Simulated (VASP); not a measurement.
All values below come from PBEsol GGA, VASP's PBE PAW potentials (set 64) (plane waves; VASP).

VASP ran on this input.

File POSCAR:
```
NbSi
1
    3.0051809210    -0.0000000000     0.0000000000
   -1.5025904605     2.6025630802    -0.0000000000
    0.0000000000     0.0000000000     8.0294583364
Nb Si
2 2
Direct
  0.0000000000   0.0000000000   1.0000000000
  0.0000000000   0.0000000000   0.5000000000
  0.3333330000   0.6666670000   0.2500000000
  0.6666670000   0.3333330000   0.7500000000
```

**INCAR**
```
SYSTEM = NbSi
PREC = Accurate
ENCUT = 400
EDIFF = 1E-7
NELM = 100
ALGO = Normal
LREAL = .FALSE.
LASPH = .TRUE.
ISMEAR = -5
GGA = PS
LMAXMIX = 4
LWAVE = .FALSE.
LCHARG = .TRUE.
LORBIT = 11
NEDOS = 601
ISIF = 2
LEFG = .TRUE.
```

### KPOINTS
```
Automatic mesh
0
G
13 13 5
0 0 0
```

POTCAR, in this order: Nb_sv Si (PBE.64 set). Program: vasp_std.

Q: What will the output report for the number of irreducible k-points (NKPTS), number of bands (NBANDS), largest plane-wave count, number of space-group operations, FFT grid (NGX, NGY, NGZ)?

A: 
- number of irreducible k-points (NKPTS) = 63
- number of bands (NBANDS) = 21
- largest plane-wave count = 1169
- number of space-group operations = 24
- FFT grid (NGX, NGY, NGZ) = 20 × 20 × 54

The structure was generated: NbSi was put into the NiAs type type (P6_3/mmc), which need not be its known phase. It was relaxed first, which changed the volume by -38 %.
